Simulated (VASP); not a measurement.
An input for Quantum ESPRESSO's pw.x (written as the equivalent of a VASP run, and not itself run):

```
&CONTROL
  calculation = 'vc-relax'
  pseudo_dir = './pseudo'
  outdir = './out'
  tprnfor = .true.
  tstress = .true.
  nstep = 40
  forc_conv_thr = 0.00078
/
&SYSTEM
  ibrav = 0
  nat = 3
  ntyp = 2
  ecutwfc = 84
  occupations = 'smearing'
  smearing = 'gaussian'
  degauss = 0.003675
  input_dft = 'pz'
/
&ELECTRONS
  conv_thr = 7.3e-08
  electron_maxstep = 100
/
&IONS
/
&CELL
  press = 200
/
ATOMIC_SPECIES
  Mg 24.305 Mg.upf
  I 126.904 I.upf
CELL_PARAMETERS angstrom
     1.8973727   -3.2863448    0.0000000
     1.8973727    3.2863448    0.0000000
    -0.0000000    0.0000000    6.0861793
ATOMIC_POSITIONS crystal
  Mg   0.0000000  0.0000000  0.0000000
  I    0.3333330  0.6666670  0.2713951
  I    0.6666670  0.3333330  0.7286049
K_POINTS automatic
  7 7 4 0 0 0
```

Question: Translate this input to VASP (INCAR, KPOINTS, POSCAR, choice of POTCAR).

Answer: One answer among several that fit: 
**KPOINTS**
```
Regular mesh
0
G
 7 7 4
```

**POSCAR**
```
MgI2
1
    1.8973726780    -3.2863448477     0.0000000000
    1.8973726780     3.2863448477     0.0000000000
   -0.0000000000     0.0000000000     6.0861792820
Mg I
1 2
Direct
  0.0000000000   0.0000000000   0.0000000000
  0.3333330000   0.6666670000   0.2713950740
  0.6666670000   0.3333330000   0.7286049260
```

**INCAR**
```
SYSTEM = MgI2
PREC = Accurate
ENCUT = 500
EDIFF = 1E-6
NELM = 100
ALGO = Normal
LREAL = .FALSE.
LASPH = .TRUE.
ISMEAR = 0
SIGMA = 0.05
LMAXMIX = 4
LWAVE = .FALSE.
LCHARG = .FALSE.
IBRION = 2
ISIF = 3
NSW = 40
EDIFFG = -0.02
PSTRESS = 200
```

POTCAR, in this order: Mg I (LDA.64 set). Program: vasp_std.

What does not carry over: the potentials are each code's own (VASP's PAW set, PseudoDojo norm-conserving files in pw.x), so ENCUT and ecutwfc are chosen apart and not converted; conv_thr bounds pw.x's estimated SCF error, while EDIFF bounds the energy change between steps; forc_conv_thr acts on force components and is met together with etot_conv_thr.

The compound is MgI2 in the 1T layered structure. This run relaxes it under an external pressure of 20 GPa. Symmetry was kept, so distortions that lower it aren't found.
